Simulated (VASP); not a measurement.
Runs of VASP 6.6.1 on HfB. Symmetry: Fm-3m, No. 225, cubic system. Conventional cell: a = 4.620 Å, b = 4.620 Å, c = 4.620 Å, α = 90.00°, β = 90.00°, γ = 90.00°. Hf (site symmetry m-3m) is surrounded by 6 B at 2.31 Å. B (site symmetry m-3m) is surrounded by 6 Hf at 2.31 Å. 

```csv
task,level,potentials or basis,cell,k mesh,cutoff (eV),smearing,ladder,mesh quality,gap on the mesh (eV),pressure (GPa),relaxed volume (Å³/atom)
relaxation of cell and atoms,BLYP+D3(BJ),"VASP PAW PBE potentials, release 64 (Hf_pv, B)",relaxed,10 × 10 × 10,600,fermi-dirac 0.05 eV,-,not flagged,none,-0.1,(b)
single point,LDA,"VASP PAW LDA potentials, release 64 (Hf_pv, B)",as given,10 × 10 × 10,520,gaussian 0.1 eV,-,not flagged,none,19.7,-
relaxation of cell and atoms,BLYP+D4,"VASP PAW PBE potentials, release 64 (Hf_pv, B)",relaxed,10 × 10 × 10,600,fermi-dirac 0.05 eV,-,not flagged,none,-0.1,14.06
relaxation of cell and atoms,PBE,"VASP PAW PBE potentials, release 64 (Hf_pv, B)",relaxed,10 × 10 × 10,600,fermi-dirac 0.05 eV,-,not flagged,none,0.0,(a)
single point,PBE,"VASP PAW PBE potentials, release 64 (Hf_sv_GW, B_GW)",as given,6 × 6 × 6,500,gaussian 0.02 eV,-,coarse,none,30.6,-
electron localisation function,PBEsol,"VASP PAW PBE potentials, release 64 (Hf_pv, B)",as given,10 × 10 × 10,520,gaussian 0.02 eV,-,not flagged,none,24.0,-
single point,PBE,"VASP PAW PBE potentials, release 64 (Hf_sv_GW, B_GW)",as given,5 × 5 × 5,350,gaussian 0.02 eV,-,coarse,none,-,-
single point,PBEsol,"VASP PAW PBE potentials, release 64 (Hf_pv, B)",as given,10 × 10 × 10,520,fermi-dirac 0.05 eV,free,not flagged,none,24.3,-
relaxation of cell and atoms,BLYP+D3,"VASP PAW PBE potentials, release 64 (Hf_pv, B)",relaxed,10 × 10 × 10,600,fermi-dirac 0.05 eV,-,not flagged,none,-0.1,14.04
relaxation of cell and atoms,vdW-DF-cx,"VASP PAW PBE potentials, release 64 (Hf_pv, B)",relaxed,10 × 10 × 10,600,fermi-dirac 0.05 eV,-,not flagged,none,0.0,13.90
relaxation of cell and atoms,rev-vdW-DF2,"VASP PAW PBE potentials, release 64 (Hf_pv, B)",relaxed,10 × 10 × 10,600,fermi-dirac 0.05 eV,-,not flagged,none,0.0,(c)
```

Alike in all rows: no spin polarisation.

**Question.** Fill in the values left out.

**Answer.** (a) 14.13; (b) 13.82; (c) 13.98.

Caveats: some runs use coarse meshes; the PAW data sets were made with another functional, which shifts forces and pressure a little (some runs); pairwise dispersion overbinds metals, which lowers pressure and volume (some runs); so large a pressure means that the cell lies far from this level's equilibrium, or that cutoff or potentials fall short (some runs); the potentials were made for another functional, which shifts forces and pressure (some runs); a pressure of tens of GPa on the cell as given is suspect, and the run, the potentials or the cell itself is likely at fault (some runs); the cutoff is under 1.25 times the usual one of these potentials, so pressure, stress and relaxed cells hold a basis-set (Pulay) error (some runs).

A k mesh can miss the band edges, and the runs leave out spin-orbit coupling on Hf.

A gap of «none» marks a metal or a gap under the smearing width.

Not every run made on this cell is shown here.
